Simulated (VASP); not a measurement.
# LuIn2Si2 (P1) in VASP: single point with LDA

Aim: the single point of LuIn2Si2 with LDA.

All numbers are computed with VASP 6.6.1; they aren't measurements. Logs are shortened: lines on timing, memory, paths and dates and some standing lists are left out, and cuts for length are marked.

## Step 1: The structure

The typed cell holds 5 atoms: a = 4.410 Å, b = 4.423 Å, c = 6.972 Å, α = 90.22°, β = 90.83°, γ = 119.69°.

The cell was built by a generator and needn't be a form met in nature.

## Step 2: Single point, LDA

The input, INCAR:

```
PREC     = Accurate       # precision mode
ENCUT    = 520            # plane-wave cutoff, eV
EDIFF    = 1E-7           # SCF threshold, eV
ISMEAR   = -1             # smearing method
SIGMA    = 0.1            # smearing width, eV
LREAL    = F              # projectors in reciprocal space
LASPH    = T              # aspherical terms in the spheres
NELM     = 100            # most SCF steps
ALGO     = Fast           # electronic algorithm
ISIF     = 2              # what is computed and relaxed
LWAVE    = F              # write WAVECAR
LCHARG   = F              # write CHGCAR
GGA      = CA             # functional
NBANDS   = 38             # bands
```

The input, KPOINTS:

```
Automatic mesh
0
Gamma
  5 5 3
  0.5 0 0
```

The input, POSCAR:

```
LuIn2Si2
1.0
    4.4099037500      0.0079870500     -0.0317823100
   -2.1980345300      3.8385086800     -0.0082898200
   -0.0505393300     -0.0443999000      6.9721278100
In Lu Si
2 1 2
Direct
    0.2496860000      0.5997240000      0.5992590000
    0.6458590000      0.3179950000      0.3956130000
    0.9774260000      0.9681100000      0.9639220000
    0.3036360000      0.7413630000      0.3038360000
    0.5918310000      0.2567140000      0.7473420000
```

Potentials or basis: VASP PAW PBE potentials, release 64 (In_d, Lu, Si).

The run is started by

```bash
$ cat potpaw_PBE.64/In_d/POTCAR potpaw_PBE.64/Lu/POTCAR potpaw_PBE.64/Si/POTCAR > POTCAR
$ mpirun -np 1 vasp_std > vasp.out
```

OUTCAR:

```text
PREC = Accurate
   ENCUT = 520
   EDIFF = 1E-7
   ISMEAR = -1
   LREAL = F
   LASPH = T
   NELM = 100
   ISIF = 2
   GGA = CA

 ion  position               nearest neighbor table
   1  0.250  0.600  0.599-   4 2.14   2 2.69   5 2.72   5 2.74   5 2.81   2 2.97   2 3.13   3 3.54
                             3 3.54   3 3.74
   2  0.646  0.318  0.396-   4 2.31   5 2.47   4 2.65   1 2.69   1 2.97   4 3.00   1 3.13   3 3.92

   3  0.977  0.968  0.964-   5 2.82   5 2.98   5 3.11   4 3.17   1 3.54   1 3.54   1 3.74   2 3.92

   4  0.304  0.741  0.304-   1 2.14   2 2.31   2 2.65   2 3.00   3 3.17
   5  0.592  0.257  0.747-   2 2.47   1 2.72   1 2.74   1 2.81   3 2.82   3 2.98   3 3.11

  LATTYP: Found a triclinic cell.
 ALAT       =     4.4372852763
 B/A-ratio  =     2.3127079173
 C/A-ratio  =     0.9968479943
 COS(alpha) =     0.0027325140
 COS(beta)  =     0.5045678356
 COS(gamma) =     0.6349619571

  Lattice vectors:

 A1 = (  -2.2118692200,  -3.8464957300,   0.0400721300)
 A2 = (  -6.5712336400,  -3.8100828800,  -6.9002733700)
 A3 = (   2.1980345300,  -3.8385086800,   0.0082898200)

Analysis of symmetry for initial positions (statically):
=====================================================================
 Subroutine PRICEL returns:
 Original cell was already a primitive cell.

 Routine SETGRP: Setting up the symmetry group for a
 triclinic supercell.

 Subroutine GETGRP returns: Found  1 space group operations
 (whereof  1 operations were pure point group operations)
 out of a pool of  2 trial point group operations.

The static configuration has the point symmetry C_1 .

Analysis of symmetry for dynamics (positions and initial velocities):
=====================================================================
 Subroutine PRICEL returns:
 Original cell was already a primitive cell.

 Routine SETGRP: Setting up the symmetry group for a
 triclinic supercell.

 Subroutine GETGRP returns: Found  1 space group operations
 (whereof  1 operations were pure point group operations)
 out of a pool of  2 trial point group operations.

The dynamic configuration has the point symmetry C_1 .

 Subroutine INISYM returns: Found  1 space group operations
 (whereof  1 operations are pure point group operations),
 and found     1 'primitive' translations

----------------------------------------------------------------------------------------

                                     Primitive cell

  volume of cell :     118.1319

  direct lattice vectors                    reciprocal lattice vectors
     4.409903750  0.007987050 -0.031782310     0.226545144  0.129731245  0.002468327
    -2.198034530  3.838508680 -0.008289820    -0.000459449  0.260258322  0.001654046
    -0.050539330 -0.044399900  6.972127810     0.001032155  0.000900823  0.143441455

  length of vectors
     4.410025509  4.423298928  6.972452350     0.261072769  0.260263983  0.143447997

  position of ions in fractional coordinates (direct lattice)
     0.249686000  0.599724000  0.599259000
     0.645859000  0.317995000  0.395613000
     0.977426000  0.968110000  0.963922000
     0.303636000  0.741363000  0.303836000
     0.591831000  0.256714000  0.747342000

  ion indices of the primitive-cell ions
   primitive index   ion index
                 1           1
                 2           2
                 3           3
                 4           4
                 5           5

----------------------------------------------------------------------------------------

 KPOINTS: Automatic mesh

Automatic generation of k-mesh.
 Grid dimensions read from file:
 generate k-points for:    5    5    3

 Generating k-lattice:

  Cartesian coordinates                     Fractional coordinates (reciprocal lattice)
     0.045309029  0.025946249  0.000493665     0.200000000 -0.000000000  0.000000000
    -0.000091890  0.052051664  0.000330809    -0.000000000  0.200000000  0.000000000
     0.000344052  0.000300274  0.047813818     0.000000000  0.000000000  0.333333333

  Length of vectors
     0.052214554  0.052052797  0.047815999

  Shift w.r.t. Gamma in fractional coordinates (k-lattice)
     0.500000000  0.000000000  0.000000000

 Subroutine IBZKPT returns following result:
 ===========================================

 Found     38 irreducible k-points:

 Following reciprocal coordinates:
            Coordinates               Weight
  0.100000 -0.000000  0.000000      2.000000
  0.300000 -0.000000 -0.000000      2.000000
  0.500000 -0.000000  0.000000      1.000000
  0.100000  0.200000  0.000000      2.000000
  0.300000  0.200000  0.000000      2.000000
  0.500000  0.200000 -0.000000      2.000000
[... 16 lines left out ...]
 -0.100000  0.200000  0.333333      2.000000
  0.100000  0.400000  0.333333      2.000000
 [... further k-points ...]
   k-points           NKPTS =     38   k-points in BZ     NKDIM =     38   number of bands    NBANDS=     38
   number of dos      NEDOS =    301   number of ions     NIONS =      5
   total plane-waves  NPLWV =  69984
   dimension x,y,z NGX =    36 NGY =   36 NGZ =   54
   dimension x,y,z NGXF=    72 NGYF=   72 NGZF=  108
   ions per type =               2   1   2
   NGX,Y,Z   is equivalent  to a cutoff of  13.57, 13.53, 12.88 a.u.
   NGXF,Y,Z  is equivalent  to a cutoff of  27.14, 27.06, 25.75 a.u.
 SYSTEM =  unknown system
   PREC   = accura    normal or accurate (medium, high low for compatibility)
   ISTART =      0    job   : 0-new  1-cont  2-samecut
   ICHARG =      2    charge: 1-file 2-atom 10-const
   ISPIN  =      1    spin polarized calculation?
   LNONCOLLINEAR =      F non collinear calculations
   LSORBIT =      F    spin-orbit coupling
   LASPH  =      T    aspherical Exc in radial PAW
   ENCUT  =  520.0 eV  38.22 Ry    6.18 a.u.   8.20  8.22 12.96*2*pi/ulx,y,z
   NELM   =    100;   NELMIN=  2; NELMDL= -5     # of ELM steps
   EDIFF  = 0.1E-06   stopping-criterion for ELM
   LREAL  =      F    real-space projection
   EDIFFG = 0.1E-05   stopping-criterion for IOM
   NSW    =      0    number of steps for IOM
   IBRION =     -1    ionic relax: 0-MD 1-quasi-New 2-CG
   NFREE  =      0    steps in history (QN), initial steepest desc. (CG)
   ISIF   =      2    stress and relaxation
   ISYM   =      2    0-nonsym 1-usesym 2-fastsym
   POTIM  = 0.5000    time-step for ionic-motion
   TEBEG  =    0.0;   TEEND  =   0.0 temperature during run
   PSTRESS=    0.0 pullay stress
   NELECT =      59.0000    total number of electrons
   NUPDOWN=      -1.0000    fix difference up-down
   EMIN   =  10.00;   EMAX   =-10.00  energy-range for DOS
   EFERMI =   0.00;   METHOD = LEGACY
   ISMEAR =    -1;   SIGMA  =   0.10  broadening in eV -4-tet -1-fermi 0-gaus
   EFERMI_NEDOS =   21; number of points for ismear=-14 and -15
   IALGO  =     68    algorithm
   IMIX   =      4    mixing-type and parameters
     AMIX     =   0.40;   BMIX     =  1.00
     AMIX_MAG =   1.60;   BMIX_MAG =  1.00
  volume/ion in A,a.u.               =      23.63       159.44
  Fermi-wavevector in a.u.,A,eV,Ry     =   1.298882  2.454532 22.954323  1.687095
  Thomas-Fermi vector in A             =   2.430182
   LORBIT       =      0    0 simple, 1 ext, 2 COOP (PROOUT), +10 PAW based schemes
   GGA     = CA    functional components
   LHFCALC =     F    Hartree Fock is set to
   AEXX    =    0.0000 exact exchange contribution
   IVDW    =     0    specifies the selected vdW correction
   LEPSILON=     F    determine dielectric tensor
   LRPA    =     F    only Hartree local field effects (RPA)
 non-spin polarized calculation
 RMM-DIIS sequential band-by-band and
  energy-cutoff  :      520.00
  volume of cell :      118.13
 maximum number of plane-waves:      3196
 NGX is ok and might be reduce to    36
   NGX = 17   NGY = 17   NGZ = 25

 number of electron      59.0000006 magnetization

 Free energy of the ion-electron system (eV)
  ---------------------------------------------------
  ext. energy  EPLUGINS =         0.00000000
  ---------------------------------------------------
  free energy    TOTEN  =       -20.68936646 eV

  energy without entropy =      -20.61377139  energy(sigma->0) =      -20.65156893

 E-fermi :   6.1428     XC(G=0): -10.3483

 val. band max:        6.1258370212   @ k =  -0.3000   0.0000   0.3333
 cond. band min:       6.1619838544   @ k =  -0.3000   0.4000   0.3333
 fundamental gap:      0.0361468332
 Fermi energy:         6.1428384291

 k-point     1 :       0.1000   -0.0000    0.0000
  band No.  band energies     occupation
      1     -50.9270      2.00000
      2     -21.7569      2.00000
      3     -21.7321      2.00000
      4     -21.7125      2.00000
      5      -9.7963      2.00000
      6      -9.6422      2.00000
[... 30 lines left out ...]
     37       8.9253      0.00000
     38       9.2938      0.00000

 k-point     2 :       0.3000   -0.0000   -0.0000
  band No.  band energies     occupation
      1     -50.9268      2.00000
      2     -21.7577      2.00000
      3     -21.7464      2.00000
      4     -21.7145      2.00000
      5      -9.7487      2.00000
      6      -9.5838      2.00000
[... 30 lines left out ...]
     37      10.0698      0.00000
     38      10.5289      0.00000

 k-point     3 :       0.5000   -0.0000    0.0000
  band No.  band energies     occupation
      1     -50.9266      2.00000
      2     -21.7596      2.00000
      3     -21.7542      2.00000
      4     -21.7153      2.00000
      5      -9.7172      2.00000
      6      -9.5396      2.00000
[... 30 lines left out ...]
     37      10.1646      0.00000
     38      10.6449      0.00000

 k-point     4 :       0.1000    0.2000    0.0000
  band No.  band energies     occupation
      1     -50.9268      2.00000
      2     -21.7592      2.00000
      3     -21.7409      2.00000
      4     -21.7143      2.00000
      5      -9.7455      2.00000
      6      -9.6120      2.00000
[... 30 lines left out ...]
     37      10.0466      0.00000
     38      10.3716      0.00000
[... 703 lines left out ...]
      4     -21.7175      2.00000
      5      -9.7937      2.00000
      6      -9.6171      2.00000
[... 30 lines left out ...]
     37       9.7949      0.00000
     38       9.9340      0.00000

 k-point    23 :      -0.1000    0.2000    0.3333
  band No.  band energies     occupation
      1     -50.9269      2.00000
      2     -21.7591      2.00000
      3     -21.7322      2.00000
      4     -21.7152      2.00000
      5      -9.7918      2.00000
      6      -9.6448      2.00000
[... 30 lines left out ...]
     37       9.3885      0.00000
     38       9.8954      0.00000

 k-point    24 :       0.1000    0.4000    0.3333
  band No.  band energies     occupation
      1     -50.9266      2.00000
      2     -21.7658      2.00000
      3     -21.7447      2.00000
      4     -21.7169      2.00000
      5      -9.7068      2.00000
      6      -9.5986      2.00000
[... 30 lines left out ...]
     37      10.4850      0.00000
     38      11.1997      0.00000

 [... further k-points ...]
[... 5 lines left out ...]
  --------------------------------------------------------------------------------------
  -------------------------------------------------------------------------------------
  Total       -0.6528825      5.4727328     13.3701845      3.0459250     -0.5283076      0.5406049
  in kB       -8.8547942     74.2245704    181.3346698     41.3107089     -7.1652325      7.3320168
  external PRESSURE =      82.2348153 kB  Pullay stress =       0.0000000 kB

 VOLUME and BASIS-vectors are now :
 -----------------------------------------------------------------------------
  energy-cutoff  :      520.00
  volume of cell :      118.13
      direct lattice vectors                 reciprocal lattice vectors
     4.409903750  0.007987050 -0.031782310     0.226545144  0.129731245  0.002468327
    -2.198034530  3.838508680 -0.008289820    -0.000459449  0.260258322  0.001654046
    -0.050539330 -0.044399900  6.972127810     0.001032155  0.000900823  0.143441455

 POSITION                                       TOTAL-FORCE (eV/Angst)
 -----------------------------------------------------------------------------------
     -0.24741      2.27743      4.16520         0.977273     -1.375910      7.787072
      2.12922      1.20822      2.73510        -0.871773      2.424930     -2.353519
      2.13370      3.68111      6.68150        -0.173391     -0.264731      0.451185
     -0.30589      2.83466      2.10259         0.034243     -1.318125     -8.151767
      2.00788      0.95694      5.18963         0.033648      0.533835      2.267029
 -----------------------------------------------------------------------------------
    total drift:                                0.001011     -0.000751     -0.001828

  FREE ENERGIE OF THE ION-ELECTRON SYSTEM (eV)
  ---------------------------------------------------
  free  energy   TOTEN  =       -20.6893664594 eV

  energy  without entropy=      -20.6137713946  energy(sigma->0) =      -20.65156893
```

Wall time 19 min (1 thread of Intel Xeon Platinum 8259CL at 2.50GHz (Skylake/Cascade Lake), shared host); peak memory 0.32 GiB.

Results:

| Property | Result |
| --- | --- |
| Free energy | -20.6894 eV |
| Pressure | 8.2 GPa |
| Largest force | 8.258 eV/Å |
| Band gap on the k mesh | none (metal or under the smearing width) |

Forces in eV/Å, atoms in the order of the input:
```
In   0.977 -1.376  7.787
In  -0.872  2.425 -2.354
Lu  -0.173 -0.265  0.451
Si   0.034 -1.318 -8.152
Si   0.034  0.534  2.267
```

Stress tensor (GPa, compression positive):
```
-0.89  4.13  0.73
 4.13  7.42 -0.72
 0.73 -0.72 18.13
```

Levels at points of the mesh, in eV from the Fermi level:
```
           k point  band 25  band 26  band 27  band 28  band 29  band 30  band 31  band 32  band 33  band 34
(0.50, 0.00, 0.00)    -4.59    -3.51    -3.25    -2.85    -1.65    -0.56     1.08     1.70     2.43     2.52
```

Caveat: the PAW data sets were made with another functional, which shifts forces and pressure a little. Spin-orbit coupling is left out, which matters for the levels of Lu.
